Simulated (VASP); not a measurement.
All values below come from PBE GGA, VASP's PBE PAW potentials (set 64) (plane waves; VASP).

VASP input:

POSCAR:
```
Na4BrCl3
1
    5.7731770453     0.0000000000    -0.0000000000
    0.0000000000     5.7731770453    -0.0000000000
    0.0000000000     0.0000000000     5.7731770453
Na Cl Br
4 3 1
Direct
  0.0000000000   0.0000000000   0.0000000000
  0.5000000000   0.5000000000   0.0000000000
  0.5000000000   0.0000000000   0.5000000000
  0.0000000000   0.5000000000   0.5000000000
  0.5000000000   0.5000000000   0.5000000000
  0.0000000000   0.0000000000   0.5000000000
  0.0000000000   0.5000000000   0.0000000000
  0.5000000000   0.0000000000   0.0000000000
```

**KPOINTS**
```
Automatic mesh
0
G
  4 4 4
0 0 0
```

### INCAR
```
SYSTEM = Na4BrCl3
PREC = Accurate
ENCUT = 400
EDIFF = 1E-6
NELM = 100
ALGO = Normal
LREAL = .FALSE.
LASPH = .TRUE.
ISMEAR = 0
SIGMA = 0.05
GGA = PE
LMAXMIX = 4
LWAVE = .FALSE.
LCHARG = .TRUE.
```

POTCAR, in this order: Na_pv Cl Br (PBE.64 set). Program: vasp_std.

The run wrote:

**OSZICAR**
```
       N       E                     dE             d eps       ncg     rms          rms(c)
DAV:   1     0.527431937411E+03    0.52743E+03   -0.24157E+04   700   0.144E+03
DAV:   2     0.306738247909E+02   -0.49676E+03   -0.48787E+03   812   0.395E+02
DAV:   3    -0.252920610610E+02   -0.55966E+02   -0.55826E+02   762   0.144E+02
DAV:   4    -0.270778533184E+02   -0.17858E+01   -0.17817E+01   772   0.296E+01
DAV:   5    -0.271360809496E+02   -0.58228E-01   -0.58204E-01   855   0.479E+00    0.403E+00
DAV:   6    -0.264078129863E+02    0.72827E+00   -0.15517E+00   797   0.525E+00    0.295E+00
DAV:   7    -0.263572241530E+02    0.50589E-01   -0.44813E-01   871   0.282E+00    0.196E+00
DAV:   8    -0.263790966811E+02   -0.21873E-01   -0.44140E-02   774   0.136E+00    0.409E-01
DAV:   9    -0.263784327647E+02    0.66392E-03   -0.28252E-03   936   0.362E-01    0.172E-01
DAV:  10    -0.263793124005E+02   -0.87964E-03   -0.21934E-03   774   0.247E-01    0.444E-02
DAV:  11    -0.263793221886E+02   -0.97880E-05   -0.16185E-04   774   0.813E-02    0.400E-02
DAV:  12    -0.263793146311E+02    0.75575E-05   -0.22656E-05   759   0.224E-02    0.212E-02
DAV:  13    -0.263793096597E+02    0.49713E-05   -0.28358E-05   686   0.247E-02    0.272E-03
DAV:  14    -0.263793099963E+02   -0.33656E-06   -0.34330E-06   686   0.989E-03
   1 F= -.26379310E+02 E0= -.26379310E+02  d E =-.184075E-13
```

OUTCAR:
```
------------------------ aborting loop because EDIFF is reached ----------------------------------------
  FORCE on cell =-STRESS in cart. coord.  units (eV):
  Direction    XX          YY          ZZ          XY          YZ          ZX
  --------------------------------------------------------------------------------------
  Total        0.0385264      0.0385264      0.0385264      0.0000000     -0.0000000      0.0000000
  in kB        0.3207927      0.3207927      0.3207927      0.0000000     -0.0000000      0.0000000
  external PRESSURE =       0.3207927 kB  Pullay stress =       0.0000000 kB
  volume of cell :      192.42
      direct lattice vectors                 reciprocal lattice vectors
     5.773177045  0.000000000  0.000000000     0.173214851  0.000000000  0.000000000
     0.000000000  5.773177045  0.000000000     0.000000000  0.173214851  0.000000000
     0.000000000  0.000000000  5.773177045     0.000000000  0.000000000  0.173214851
 POSITION                                       TOTAL-FORCE (eV/Angst)
 -----------------------------------------------------------------------------------
      0.00000      0.00000      0.00000         0.000000      0.000000      0.000000
      2.88659      2.88659      0.00000         0.000000      0.000000      0.000000
      2.88659      0.00000      2.88659         0.000000      0.000000      0.000000
      0.00000      2.88659      2.88659         0.000000      0.000000      0.000000
      2.88659      2.88659      2.88659         0.000000      0.000000      0.000000
      0.00000      0.00000      2.88659         0.000000      0.000000      0.000000
      0.00000      2.88659      0.00000         0.000000      0.000000      0.000000
      2.88659      0.00000      0.00000         0.000000      0.000000      0.000000
 -----------------------------------------------------------------------------------
    total drift:                                0.000000      0.000000     -0.000000
  FREE ENERGIE OF THE ION-ELECTRON SYSTEM (eV)
  ---------------------------------------------------
  free  energy   TOTEN  =       -26.3793099963 eV

  energy  without entropy=      -26.3793099963  energy(sigma->0) =      -26.37931000
```
(Selected blocks of OUTCAR.)

The structure was generated: Na4BrCl3 was put into an ordered model structure (Pm-3m), which need not be its known phase. It was relaxed first.
